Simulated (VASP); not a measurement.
# SrTiO3 (Tausonite): input slips in a phonon run and what they do

Aim: see how common mistakes in a phonon run show up, on SrTiO3 (Tausonite). The starting structure is a measured crystal structure from the Crystallography Open Database.

Main program and level: VASP 6.6.1; Kohn-Sham DFT with plane waves and PAW; LDA+U (Ti d 4 eV).

## (1) The starting structure

It takes space group Pm-3m (No. 221, cubic). Conventional cell: a = 3.905 Å, b = 3.905 Å, c = 3.905 Å, α = 90.00°, β = 90.00°, γ = 90.00°. Nearest to Sr lie 12 O at 2.76 Å. Ti has 6 O at 1.95 Å nearest. O has 2 Ti at 1.95 Å and 4 Sr at 2.76 Å nearest. Farther neighbours and most contacts between anions are not listed.

As a file:

```
Sr Ti O
1.0
     3.90528    0.00000    0.00000
     0.00000    3.90528    0.00000
     0.00000    0.00000    3.90528
Sr Ti O
1 1 3
Direct
  0.50000 0.50000 0.50000
  0.00000 0.00000 0.00000
  0.00000 0.00000 0.50000
  0.00000 0.50000 0.00000
  0.50000 0.00000 0.00000
```

## (2) Reference modes

The cell comes from a relaxation at this level, not shown (58.80 Å³).

Input file INCAR:

```
SYSTEM = SrTiO3
PREC = Accurate
ENCUT = 520
EDIFF = 1E-08
NELM = 100
ISMEAR = 0
SIGMA = 0.03
LREAL = .FALSE.
ALGO = Normal
GGA = CA
NBANDS = 28
ISPIN = 2
MAGMOM = 0 1 0 0 0
LDAU = .TRUE.
LDAUTYPE = 2
LDAUL = -1 2 -1
LDAUU = 0 4 0
LDAUJ = 0 0 0
LDAUPRINT = 1
LASPH = .TRUE.
LMAXMIX = 4
LORBIT = 11
LWAVE = .FALSE.
LCHARG = .FALSE.
KPAR = 4
IBRION = 6
NFREE = 2
POTIM = 0.015
NSW = 1
ISIF = 2
```

Input file POSCAR:

```
SrTiO3
1.0
    3.8886797529      0.0000000000      0.0000000000
    0.0000000000      3.8886797529      0.0000000000
    0.0000000000      0.0000000000      3.8886797529
Sr Ti O
1 1 3
Direct
    0.5000000000      0.5000000000      0.5000000000
    0.0000000000      0.0000000000      0.0000000000
    0.0000000000      0.0000000000      0.5000000000
    0.0000000000      0.5000000000      0.0000000000
    0.5000000000      0.0000000000      0.0000000000
```

Input file KPOINTS:

```
Automatic mesh
0
Gamma
6 6 6
0 0 0
```

PAW data sets: Sr_sv, Ti_sv and O (LDA family, release 64).

On the command line:

```sh
mpirun -np 4 vasp_std
```

The log of the run:

```text
[banner, memory and clock lines left out]
running    4 mpi-ranks, on    1 nodes
 distrk:  each k-point on    1 cores,    4 groups
 distr:  one band on    1 cores,    1 groups

 POSCAR found type information on POSCAR SrTiO
 POSCAR found :  3 types and       5 ions
 LDA part: xc-table for (Slater(with rela. corr.)+CA(PZ))
 , standard interpolation
 POSCAR, INCAR and KPOINTS ok, starting setup
 FFT: planning ... GRIDC
 FFT: planning ... GRID_SOFT
 FFT: planning ... GRID
 WAVECAR not read
 entering main loop
       N       E                     dE             d eps       ncg     rms          rms(c)
DAV:   1     0.416872460546E+03    0.41687E+03   -0.20324E+04  2240   0.152E+03
DAV:   2    -0.135105609545E+02   -0.43038E+03   -0.41144E+03  2588   0.433E+02
DAV:   3    -0.499650873688E+02   -0.36455E+02   -0.36192E+02  2608   0.129E+02
DAV:   4    -0.520847587715E+02   -0.21197E+01   -0.21150E+01  3856   0.253E+01
DAV:   5    -0.521221652531E+02   -0.37406E-01   -0.37394E-01  2944   0.285E+00    0.280E+01
DAV:   6    -0.412757232604E+02    0.10846E+02   -0.53161E+01  3208   0.656E+01    0.166E+01
DAV:   7    -0.414252906839E+02   -0.14957E+00   -0.60619E+00  2800   0.150E+01    0.107E+01
DAV:   8    -0.414213242712E+02    0.39664E-02   -0.15429E+00  2732   0.109E+01    0.316E+00
DAV:   9    -0.413712558193E+02    0.50068E-01   -0.21772E-01  2732   0.458E+00    0.101E+00
DAV:  10    -0.413644972733E+02    0.67585E-02   -0.71874E-02  2940   0.194E+00    0.627E-01
DAV:  11    -0.413642492130E+02    0.24806E-03   -0.77007E-03  2920   0.848E-01    0.189E-01
DAV:  12    -0.413638888513E+02    0.36036E-03   -0.15292E-03  2712   0.299E-01    0.745E-02
DAV:  13    -0.413638793415E+02    0.95099E-05   -0.26084E-04  2876   0.159E-01    0.578E-02
DAV:  14    -0.413638785374E+02    0.80407E-06   -0.57944E-05  2924   0.575E-02    0.216E-02
DAV:  15    -0.413638787862E+02   -0.24885E-06   -0.44550E-06  2980   0.150E-02    0.812E-03
DAV:  16    -0.413638785897E+02    0.19653E-06   -0.16380E-06  2528   0.826E-03    0.356E-03
DAV:  17    -0.413638785678E+02    0.21910E-07   -0.17978E-07  2840   0.334E-03    0.118E-03
DAV:  18    -0.413638785635E+02    0.43460E-08   -0.10039E-08  1852   0.784E-04
   1 F= -.41363879E+02 E0= -.41363879E+02  d E =-.235869E-46  mag=     0.0000
[... from here on, the cycles between the ionic steps are left out ...]
   2 F= -.41363471E+02 E0= -.41363471E+02  d E =-.176159E-46  mag=     0.0000
   3 F= -.41363471E+02 E0= -.41363471E+02  d E =-.177345E-46  mag=     0.0000
   4 F= -.41362838E+02 E0= -.41362838E+02  d E =-.181629E-46  mag=    -0.0000
   5 F= -.41362838E+02 E0= -.41362838E+02  d E =-.182911E-46  mag=    -0.0000
   6 F= -.41363433E+02 E0= -.41363433E+02  d E =-.204418E-46  mag=     0.0000
   7 F= -.41363433E+02 E0= -.41363433E+02  d E =-.203795E-46  mag=     0.0000
   8 F= -.41361946E+02 E0= -.41361946E+02  d E =-.219552E-46  mag=    -0.0000
 Finite differences progress:
  Degree of freedom:   4/  4
  Displacement:        1/  2
  Total:               7/  8
 bond charge predicted
       N       E                     dE             d eps       ncg     rms          rms(c)
DAV:   1    -0.413589385858E+02    0.30070E-02   -0.39564E+00  4720   0.983E+00    0.267E-01
DAV:   2    -0.413627925374E+02   -0.38540E-02   -0.61090E-02  5464   0.140E+00    0.160E-01
DAV:   3    -0.413619444789E+02    0.84806E-03   -0.31576E-03  5224   0.367E-01    0.578E-02
DAV:   4    -0.413619504997E+02   -0.60208E-05   -0.50683E-04  5280   0.166E-01    0.303E-02
DAV:   5    -0.413619476967E+02    0.28030E-05   -0.26394E-05  6496   0.482E-02    0.184E-02
DAV:   6    -0.413619457662E+02    0.19305E-05   -0.36788E-06  6284   0.199E-02    0.563E-03
DAV:   7    -0.413619455721E+02    0.19412E-06   -0.11545E-06  5284   0.794E-03    0.119E-03
DAV:   8    -0.413619455782E+02   -0.61200E-08   -0.16478E-07  5412   0.314E-03    0.632E-04
DAV:   9    -0.413619455759E+02    0.23697E-08   -0.16379E-08  3636   0.110E-03
   9 F= -.41361946E+02 E0= -.41361946E+02  d E =-.217889E-46  mag=    -0.0000
 Finite differences progress:
  Degree of freedom:   4/  4
  Displacement:        2/  2
  Total:               8/  8
```

The job ended after 84 s (4 MPI ranks of Intel Xeon 6975P-C (Granite Rapids), shared host; peak memory 1.6 GiB).

Lines that name or quote the potential files are left out of all logs, and their timing lines are given in words.

Parts of OUTCAR (step 2):

```text
ion  position               nearest neighbor table
   1  0.500  0.500  0.500-   3 2.75   4 2.75   5 2.75   4 2.75   5 2.75   3 2.75   5 2.75   5 2.75
                             3 2.75   4 2.75   4 2.75   3 2.75   2 3.37   2 3.37   2 3.37   2 3.37
   2  0.000  0.000  0.000-   3 1.94   4 1.94   5 1.94   3 1.94   4 1.94   5 1.94   1 3.37   1 3.37
                             1 3.37   1 3.37   1 3.37   1 3.37   1 3.37   1 3.37
   3  0.000  0.000  0.500-   2 1.94   2 1.94   1 2.75   1 2.75   1 2.75   1 2.75
   4  0.000  0.500  0.000-   2 1.94   2 1.94   1 2.75   1 2.75   1 2.75   1 2.75
   5  0.500  0.000  0.000-   2 1.94   2 1.94   1 2.75   1 2.75   1 2.75   1 2.75

  LATTYP: Found a simple cubic cell.
 ALAT       =     3.8886797529

 Subroutine GETGRP returns: Found 48 space group operations
 (whereof 48 operations were pure point group operations)

The static configuration has the point symmetry O_h .

 Found     20 irreducible k-points:

   k-points           NKPTS =     20   k-points in BZ     NKDIM =     20   number of bands    NBANDS=     28

   dimension x,y,z NGX =    30 NGY =   30 NGZ =   30
   dimension x,y,z NGXF=    60 NGYF=   60 NGZF=   60

   ENCUT  =  520.0 eV  38.22 Ry    6.18 a.u.   7.23  7.23  7.23*2*pi/ulx,y,z

   NELECT =      40.0000    total number of electrons

 k-points in reciprocal lattice and weights: Automatic mesh
   0.00000000  0.00000000  0.00000000       0.005
   0.16666667  0.00000000  0.00000000       0.028
   0.33333333  0.00000000  0.00000000       0.028
   0.50000000  0.00000000  0.00000000       0.014
   0.16666667  0.16666667  0.00000000       0.056
   0.33333333  0.16666667  0.00000000       0.111
   0.50000000  0.16666667  0.00000000       0.056
   0.33333333  0.33333333  0.00000000       0.056
   0.50000000  0.33333333  0.00000000       0.056
[...]
0.50000000  0.50000000  0.33333333       0.028
   0.50000000  0.50000000  0.50000000       0.005

atom =   2  type =  2  l = 2

 onsite density matrix

spin component  1

  0.1078 -0.0000 -0.0000  0.0000 -0.0000
 -0.0000  0.1079  0.0000  0.0000  0.0000
 -0.0000  0.0000  0.2601 -0.0000  0.0000
  0.0000  0.0000 -0.0000  0.1079  0.0000
 -0.0000  0.0000  0.0000  0.0000  0.2599

spin component  2

  0.1078 -0.0000  0.0000  0.0000 -0.0000
 -0.0000  0.1079  0.0000 -0.0000  0.0000
  0.0000  0.0000  0.2601 -0.0000 -0.0000
  0.0000 -0.0000 -0.0000  0.1079  0.0000
 -0.0000  0.0000 -0.0000  0.0000  0.2599

 occupancies and eigenvectors

  o =  0.1078  v =  0.0000  0.0000  0.0000  0.0000  0.0000  1.0000  0.0000  0.0000  0.0000  0.0000      0.0000  0.0000  0.0000  0.0000  0.0000  0.0000  0.0000  0.0000  0.0000  0.0000
  o =  0.1078  v =  1.0000  0.0000  0.0000  0.0000  0.0000  0.0000  0.0000  0.0000  0.0000  0.0000      0.0000  0.0000  0.0000  0.0000  0.0000  0.0000  0.0000  0.0000  0.0000  0.0000
  o =  0.1079  v =  0.0000 -1.0000 -0.0000  0.0000  0.0000  0.0000  0.0000  0.0000  0.0000  0.0000      0.0000  0.0000  0.0000  0.0000  0.0000  0.0000  0.0000  0.0000  0.0000  0.0000
  o =  0.1079  v =  0.0000 -0.0000 -0.0000 -1.0000  0.0000  0.0000  0.0000  0.0000  0.0000  0.0000      0.0000  0.0000  0.0000  0.0000  0.0000  0.0000  0.0000  0.0000  0.0000  0.0000
  o =  0.1079  v =  0.0000  0.0000  0.0000  0.0000  0.0000  0.0000  0.0000  0.0000 -1.0000 -0.0000      0.0000  0.0000  0.0000  0.0000  0.0000  0.0000  0.0000  0.0000  0.0000  0.0000
  o =  0.1079  v =  0.0000  0.0000  0.0000  0.0000  0.0000  0.0000 -1.0000  0.0000 -0.0000 -0.0000      0.0000  0.0000  0.0000  0.0000  0.0000  0.0000  0.0000  0.0000  0.0000  0.0000
  o =  0.2599  v =  0.0000  0.0000  0.0000  0.0000  0.0000  0.0000 -0.0000  0.0000  0.0000  1.0000      0.0000  0.0000  0.0000  0.0000  0.0000  0.0000  0.0000  0.0000  0.0000  0.0000
  o =  0.2599  v =  0.0000 -0.0000 -0.0000  0.0000  1.0000  0.0000  0.0000  0.0000  0.0000  0.0000      0.0000  0.0000  0.0000  0.0000  0.0000  0.0000  0.0000  0.0000  0.0000  0.0000
  o =  0.2601  v =  0.0000  0.0000 -1.0000  0.0000 -0.0000  0.0000  0.0000  0.0000  0.0000  0.0000      0.0000  0.0000  0.0000  0.0000  0.0000  0.0000  0.0000  0.0000  0.0000  0.0000
  o =  0.2601  v =  0.0000  0.0000  0.0000  0.0000  0.0000  0.0000  0.0000  1.0000  0.0000 -0.0000      0.0000  0.0000  0.0000  0.0000  0.0000  0.0000  0.0000  0.0000  0.0000  0.0000

 average (electrostatic) potential at core
       1 -34.0970       2 -77.3467       3 -70.3761       4 -70.3743       5 -70.3743

 E-fermi :   4.4162

 spin component 1
 k-point     1 :       0.0000    0.0000    0.0000
  band No.  band energies     occupation
    ...
     16       2.8918      1.00000
     17       2.8931      1.00000
     18       3.7030      1.00000
     19       3.7041      1.00000
     20       3.7041      1.00000
     21       6.4020      0.00000
     22       6.4032      0.00000
     23       6.4032      0.00000
     24       8.5586      0.00000
     25       8.5595      0.00000
    ...

 k-point     2 :       0.1667    0.0000    0.0000
  band No.  band energies     occupation
    ...
     16       2.5718      1.00000
     17       2.6440      1.00000
     18       2.9561      1.00000
     19       3.5568      1.00000
     20       3.5568      1.00000
     21       6.4551      0.00000
     22       6.9701      0.00000
     23       6.9701      0.00000
     24       8.5724      0.00000
     25       9.2713      0.00000
    ...

 k-point     3 :       0.3333    0.0000    0.0000
  band No.  band energies     occupation
    ...
     16       2.0285      1.00000
     17       2.0304      1.00000
     18       2.2074      1.00000
     19       3.3728      1.00000
     20       3.3730      1.00000
     21       6.5645      0.00000
     22       7.9382      0.00000
     23       7.9388      0.00000
     24       8.5835      0.00000
     25      10.3005      0.00000
    ...

 k-point     4 :       0.5000    0.0000    0.0000
  band No.  band energies     occupation
    ...
     16       1.7867      1.00000
     17       1.7876      1.00000
     18       2.0143      1.00000
     19       3.3008      1.00000
     20       3.3011      1.00000
     21       6.6222      0.00000
     22       8.3910      0.00000
     23       8.3915      0.00000
     24       8.5867      0.00000
     25      10.7402      0.00000
    ...

 k-point     5 :       0.1667    0.1667    0.0000
  band No.  band energies     occupation
    ...
     16       2.3287      1.00000
     17       2.7469      1.00000
     18       2.8776      1.00000
     19       3.2547      1.00000
     20       3.3405      1.00000
     21       6.9386      0.00000
     22       7.0693      0.00000
     23       7.2598      0.00000
     24       8.9238      0.00000
     25       9.7088      0.00000
[...]
1.944340  1.944340  1.944340     0.020471    0.007856    0.000000
      0.000000  0.000000  0.000000     0.149876    0.057520   -0.000000
      0.000000  0.000000  1.944340     0.266680    0.102348   -0.000000
      0.000000  1.944340  0.000000     0.266680   -0.322586    0.000000
      1.944340  0.000000  0.000000    -0.840535    0.102348    0.000000

   4 f  =    7.634607 THz    47.969649 2PiTHz  254.663070 cm-1    31.574182 meV
             X         Y         Z           dx          dy          dz
      1.944340  1.944340  1.944340    -0.084392    0.221575   -0.001207
      0.000000  0.000000  0.000000     0.288175   -0.756617    0.004120
      0.000000  0.000000  1.944340    -0.132842    0.348782   -0.000500
      0.000000  1.944340  0.000000    -0.132842    0.091803   -0.001899
      1.944340  0.000000  0.000000    -0.034965    0.348782   -0.001899

   5 f  =    7.634607 THz    47.969649 2PiTHz  254.663070 cm-1    31.574182 meV
             X         Y         Z           dx          dy          dz
      1.944340  1.944340  1.944340     0.020443    0.006500   -0.236133
      0.000000  0.000000  0.000000    -0.069808   -0.022197    0.806329
      0.000000  0.000000  1.944340     0.032180    0.010232   -0.097835
      0.000000  1.944340  0.000000     0.032180    0.002693   -0.371698
      1.944340  0.000000  0.000000     0.008470    0.010232   -0.371698

   6 f  =    7.634607 THz    47.969649 2PiTHz  254.663070 cm-1    31.574182 meV
             X         Y         Z           dx          dy          dz
      1.944340  1.944340  1.944340    -0.220633   -0.084150   -0.021418
      0.000000  0.000000  0.000000     0.753401    0.287348    0.073136
      0.000000  0.000000  1.944340    -0.347300   -0.132461   -0.008874
      0.000000  1.944340  0.000000    -0.347300   -0.034865   -0.033714
      1.944340  0.000000  0.000000    -0.091413   -0.132461   -0.033714

   7 f  =    6.840808 THz    42.982066 2PiTHz  228.184804 cm-1    28.291297 meV
             X         Y         Z           dx          dy          dz
      1.944340  1.944340  1.944340    -0.000000    0.000000    0.000000
      0.000000  0.000000  0.000000     0.000000   -0.000000   -0.000000
      0.000000  0.000000  1.944340    -0.661422    0.249406    0.000000
      0.000000  1.944340  0.000000     0.661422    0.000000   -0.017817
      1.944340  0.000000  0.000000     0.000000   -0.249406    0.017817

   8 f  =    6.840808 THz    42.982066 2PiTHz  228.184804 cm-1    28.291297 meV
             X         Y         Z           dx          dy          dz
      1.944340  1.944340  1.944340     0.000000    0.000000    0.000000
      0.000000  0.000000  0.000000    -0.000000   -0.000000   -0.000000
      0.000000  0.000000  1.944340     0.191289    0.537171   -0.000000
      0.000000  1.944340  0.000000    -0.191289    0.000000    0.418158
      1.944340  0.000000  0.000000     0.000000   -0.537171   -0.418158

   9 f  =    6.840808 THz    42.982066 2PiTHz  228.184804 cm-1    28.291297 meV
             X         Y         Z           dx          dy          dz
      1.944340  1.944340  1.944340     0.000000    0.000000    0.000000
      0.000000  0.000000  0.000000    -0.000000   -0.000000   -0.000000
      0.000000  0.000000  1.944340     0.161025    0.386322    0.000000
      0.000000  1.944340  0.000000    -0.161025    0.000000   -0.569936
      1.944340  0.000000  0.000000     0.000000   -0.386322    0.569936

  10 f  =    3.783128 THz    23.770097 2PiTHz  126.191582 cm-1    15.645755 meV
             X         Y         Z           dx          dy          dz
      1.944340  1.944340  1.944340     0.001719    0.013942    0.682799
      0.000000  0.000000  0.000000    -0.000605   -0.004910   -0.240452
      0.000000  0.000000  1.944340    -0.001102   -0.008937   -0.303980
      0.000000  1.944340  0.000000    -0.001102   -0.006207   -0.437688
      1.944340  0.000000  0.000000    -0.000765   -0.008937   -0.437688

  11 f  =    3.783128 THz    23.770097 2PiTHz  126.191582 cm-1    15.645755 meV
             X         Y         Z           dx          dy          dz
      1.944340  1.944340  1.944340     0.405264    0.549566   -0.012241
      0.000000  0.000000  0.000000    -0.142716   -0.193533    0.004311
      0.000000  0.000000  1.944340    -0.259782   -0.352283    0.005450
      0.000000  1.944340  0.000000    -0.259782   -0.244666    0.007847
      1.944340  0.000000  0.000000    -0.180422   -0.352283    0.007847

  12 f  =    3.783128 THz    23.770097 2PiTHz  126.191582 cm-1    15.645755 meV
             X         Y         Z           dx          dy          dz
      1.944340  1.944340  1.944340     0.549700   -0.405209    0.006890
      0.000000  0.000000  0.000000    -0.193581    0.142697   -0.002426
      0.000000  0.000000  1.944340    -0.352369    0.259747   -0.003067
      0.000000  1.944340  0.000000    -0.352369    0.180398   -0.004417
      1.944340  0.000000  0.000000    -0.244725    0.259747   -0.004417

  13 f/i=    0.003684 THz     0.023149 2PiTHz    0.122892 cm-1     0.015237 meV
             X         Y         Z           dx          dy          dz
      1.944340  1.944340  1.944340    -0.500660   -0.474090   -0.038292
      0.000000  0.000000  0.000000    -0.370283   -0.350633   -0.028321
      0.000000  0.000000  1.944340    -0.214401   -0.203023   -0.016388
      0.000000  1.944340  0.000000    -0.214401   -0.202896   -0.016398
      1.944340  0.000000  0.000000    -0.214267   -0.203023   -0.016398

  14 f/i=    0.003684 THz     0.023149 2PiTHz    0.122892 cm-1     0.015237 meV
             X         Y         Z           dx          dy          dz
      1.944340  1.944340  1.944340    -0.302061    0.273977    0.557301
      0.000000  0.000000  0.000000    -0.223402    0.202631    0.412174
      0.000000  0.000000  1.944340    -0.129354    0.117327    0.238507
      0.000000  1.944340  0.000000    -0.129354    0.117253    0.238657
      1.944340  0.000000  0.000000    -0.129273    0.117327    0.238657

  15 f/i=    0.003684 THz     0.023149 2PiTHz    0.122892 cm-1     0.015237 meV
             X         Y         Z           dx          dy          dz
      1.944340  1.944340  1.944340    -0.367406    0.420789   -0.406002
      0.000000  0.000000  0.000000    -0.271730    0.311212   -0.300276
      0.000000  0.000000  1.944340    -0.157337    0.180198   -0.173756
      0.000000  1.944340  0.000000    -0.157337    0.180085   -0.173865
      1.944340  0.000000  0.000000    -0.157238    0.180198   -0.173865

 ELASTIC MODULI CONTR FROM IONIC RELAXATION (kBar)
 Direction    XX          YY          ZZ          XY          YZ          ZX
 --------------------------------------------------------------------------------
 XX           0.0000      0.0000      0.0000      0.0000      0.0000      0.0000
 YY           0.0000      0.0000      0.0000      0.0000      0.0000      0.0000
 ZZ           0.0000      0.0000      0.0000      0.0000      0.0000      0.0000
 XY           0.0000      0.0000      0.0000      0.0000      0.0000      0.0000
 YZ           0.0000      0.0000      0.0000      0.0000      0.0000      0.0000
 ZX           0.0000      0.0000      0.0000      0.0000      0.0000      0.0000
 --------------------------------------------------------------------------------

 total charge
# of ion       s       p       d       tot
------------------------------------------
    1        1.999   5.786   0.217   8.002
    2        2.248   6.354   1.657  10.259
    3        1.552   3.494   0.000   5.046
    4        1.552   3.494   0.000   5.046
    5        1.552   3.494   0.000   5.046
--------------------------------------------------
tot          8.903  22.622   1.874  33.398

 magnetization (x)
# of ion       s       p       d       tot
------------------------------------------
    1        0.000  -0.000  -0.000  -0.000
    2        0.000   0.000   0.000   0.000
    3        0.000  -0.000   0.000  -0.000
    4        0.000  -0.000   0.000  -0.000
    5        0.000  -0.000   0.000  -0.000
--------------------------------------------------
tot          0.000  -0.000   0.000  -0.000

[... 1 further part left out ...]
```

The last energy, forces, stress and levels in OUTCAR belong to the last displaced cell, not to the cell of POSCAR.

Reference: the zone-centre modes are T1u (3) 598.1, T1u (2) 254.7, T2u 228.2, T1u (1) 126.2 cm⁻¹.

(Continued in part 2 of 2.)

[Lines on the potential files, build, host, timing and source positions are cut from VASP's logs without a mark.]

[Logs are printed without paths, hosts, clocks, repeated set-up lines and the standing remarks that a program may print on its own settings, such as how far it seeks lower states.]

[Hosts, paths, dates, database ids (printed as entryN), source tags and the programs' standing remarks are cut or masked in the printed files.]
